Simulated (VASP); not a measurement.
VASP runs on MoSi₂ (MoSi2 type) share one base input (PBE GGA, plane waves, VASP's PBE PAW potentials (set 64)) and change the settings named in each case.

### INCAR
```
# general
SYSTEM  = MoSi2
PREC    = Accurate
ENCUT   = 400
LREAL   = .FALSE.
LASPH   = .TRUE.

# electronic loop
EDIFF   = 1E-6
NELM    = 100
ALGO    = Normal
LMAXMIX = 4

# smearing
ISMEAR  = 1
SIGMA   = 0.1

# functional
GGA     = PE

# ions
ISIF    = 2

# output
LWAVE   = .FALSE.
LCHARG  = .FALSE.
```

POSCAR:
```
MoSi2
1
   -1.6371000000     1.6371000000     4.0035000000
    1.6371000000    -1.6371000000     4.0035000000
    1.6371000000     1.6371000000    -4.0035000000
Si Mo
2 1
Direct
  0.6650000000   0.6650000000   0.0000000000
  0.3350000000   0.3350000000   0.0000000000
  0.0000000000   0.0000000000   0.0000000000
```

File KPOINTS:
```
kpoints
0
G
12 12 12
0 0 0
```

POTCAR, in this order: Si Mo_sv (PBE.64 set). Program: vasp_std.

| change | E(σ→0) (eV/atom) | pressure (GPa) | largest force (eV/Å) | −TS (eV) |
|---|---|---|---|---|
| base run | -7.7305 | -9.87 | 0.122 | -0.0005 |
| ENCUT = 520, POTCAR Si_GW Mo_sv (PBE.64 set) | -7.7303 | -9.44 | 0.120 | -0.0005 |
| ENCUT = 800, POTCAR Si_sv_GW Mo_sv (PBE.64 set) | -7.7294 | -10.16 | 0.121 | -0.0005 |
| ENCUT = 520, POTCAR Si Mo (PBE.64 set) | -7.7460 | [?] | [?] | [?] |
| ENCUT = 520, POTCAR Si Mo_pv (PBE.64 set) | -7.7274 | -9.78 | 0.126 | -0.0005 |
| ENCUT = 520 | -7.7313 | -9.50 | 0.121 | -0.0005 |
| ENCUT = 800 | -7.7315 | -9.48 | 0.121 | -0.0005 |

Problem. What belongs in the gaps?

Solution. 
- ENCUT = 520, POTCAR Si Mo (PBE.64 set), pressure (GPa): -10.29
- ENCUT = 520, POTCAR Si Mo (PBE.64 set), largest force (eV/Å): 0.141
- ENCUT = 520, POTCAR Si Mo (PBE.64 set), −TS (eV): -0.0006

Energies of different potentials or functionals have different zeros.  The base run's pressure lies -0.39 GPa from that at 800 eV (Pulay error).

Left out are runs that ran out of time, are held back, or changed the cell or the kind of run, fixed moments of cells without a moment, rows past the twelfth, gaps on odd meshes, pressures of charged cells and columns that move by less than the noise.

The compound is MoSi2 in the MoSi2 type structure. The cell was not relaxed at this level, forces remain on its atoms.
